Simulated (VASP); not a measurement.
Output of a VASP run:

OSZICAR:
```
       N       E                     dE             d eps       ncg     rms          rms(c)
DAV:   1     0.415062228655E+03    0.41506E+03   -0.19107E+04   520   0.152E+03
DAV:   2     0.375315775982E+02   -0.37753E+03   -0.36857E+03   600   0.354E+02
DAV:   3    -0.129174097296E+02   -0.50449E+02   -0.48455E+02   654   0.133E+02
DAV:   4    -0.149002900133E+02   -0.19829E+01   -0.19660E+01   632   0.298E+01
DAV:   5    -0.149548170463E+02   -0.54527E-01   -0.54483E-01   676   0.502E+00    0.680E+00
DAV:   6    -0.146251416934E+02    0.32968E+00   -0.65856E-01   736   0.833E+00    0.411E+00
DAV:   7    -0.146051421532E+02    0.20000E-01   -0.50488E-01   760   0.481E+00    0.925E-01
DAV:   8    -0.146070183395E+02   -0.18762E-02   -0.67309E-02   794   0.248E+00    0.301E-01
DAV:   9    -0.146082692653E+02   -0.12509E-02   -0.61458E-03   700   0.716E-01    0.115E-01
DAV:  10    -0.146083617528E+02   -0.92488E-04   -0.41967E-04   686   0.137E-01    0.418E-02
DAV:  11    -0.146084288403E+02   -0.67087E-04   -0.17914E-04   674   0.121E-01    0.187E-02
DAV:  12    -0.146084311517E+02   -0.23114E-05   -0.18776E-05   652   0.290E-02    0.985E-03
DAV:  13    -0.146084306064E+02    0.54526E-06   -0.16717E-06   454   0.138E-02
   1 F= -.43481977E+01 E0= -.43481977E+01  d E =-.434820E+01
```

File OUTCAR:
```
------------------------ aborting loop because EDIFF is reached ----------------------------------------
  FORCE on cell =-STRESS in cart. coord.  units (eV):
  Direction    XX          YY          ZZ          XY          YZ          ZX
  --------------------------------------------------------------------------------------
  Total       10.2275285     10.2275285     10.2275285      0.0000000     -0.0000000      0.0000000
  in kB       99.6812507     99.6812507     99.6812507      0.0000000     -0.0000000      0.0000000
  external PRESSURE =      -0.3187493 kB  Pullay stress =     100.0000000 kB
  volume of cell :      164.39
      direct lattice vectors                 reciprocal lattice vectors
     5.478007218  0.000000000  0.000000000     0.182548135  0.000000000  0.000000000
     0.000000000  5.478007218  0.000000000     0.000000000  0.182548135  0.000000000
     0.000000000  0.000000000  5.478007218     0.000000000  0.000000000  0.182548135
 POSITION                                       TOTAL-FORCE (eV/Angst)
 -----------------------------------------------------------------------------------
      0.00000      0.00000      0.00000         0.000000      0.000000      0.000000
      2.73900      2.73900      2.73900         0.000000      0.000000      0.000000
      2.73900      0.00000      2.73900         0.000000      0.000000      0.000000
      0.00000      2.73900      2.73900         0.000000      0.000000      0.000000
      2.73900      2.73900      0.00000         0.000000      0.000000      0.000000
 -----------------------------------------------------------------------------------
    total drift:                                0.000000      0.000000     -0.000000
  FREE ENERGIE OF THE ION-ELECTRON SYSTEM (eV)
  ---------------------------------------------------
  free  energy   TOTEN  =       -14.6084306064 eV

  energy  without entropy=      -14.6084306063  energy(sigma->0) =      -14.60843061
  enthalpy is  TOTEN    =        -4.3481977291 eV   P V=       10.2602328773

 reached required accuracy - stopping structural energy minimisation
```
(Selected blocks of OUTCAR.)

**POSCAR**
```
CsPbBr3
1
    5.4780072181    -0.0000000000     0.0000000000
   -0.0000000000     5.4780072181     0.0000000000
    0.0000000000    -0.0000000000     5.4780072181
Cs Pb Br
1 1 3
Direct
  0.0000000000   0.0000000000   0.0000000000
  0.5000000000   0.5000000000   0.5000000000
  0.5000000000   0.0000000000   0.5000000000
  0.0000000000   0.5000000000   0.5000000000
  0.5000000000   0.5000000000   0.0000000000
```

Write an INCAR and KPOINTS that could have produced this output.

One answer among several that fit: the input of the run itself, PBE GGA, plane waves, VASP's PBE PAW potentials (set 64).

INCAR:
```
SYSTEM  =  CsPbBr3
PREC  =  Accurate; ENCUT  =  500; LREAL  =  .FALSE.
LASPH  =  .TRUE.
EDIFF  =  1E-6; NELM  =  100; ALGO  =  Normal
LMAXMIX  =  4
ISMEAR  =  0; SIGMA  =  0.05
GGA  =  PE
IBRION  =  2; NSW  =  40; ISIF  =  3
EDIFFG  =  -0.02; PSTRESS  =  100
LWAVE  =  .FALSE.; LCHARG  =  .FALSE.
```

File KPOINTS:
```
Regular mesh
0
G
4 4 4
```

POTCAR, in this order: Cs_sv Pb_d Br (PBE.64 set). Program: vasp_std.

The compound is CsPbBr3 in the cubic perovskite structure, the ideal cubic form; the compound distorts at low or room temperature. It was relaxed first under an external pressure of 10 GPa.
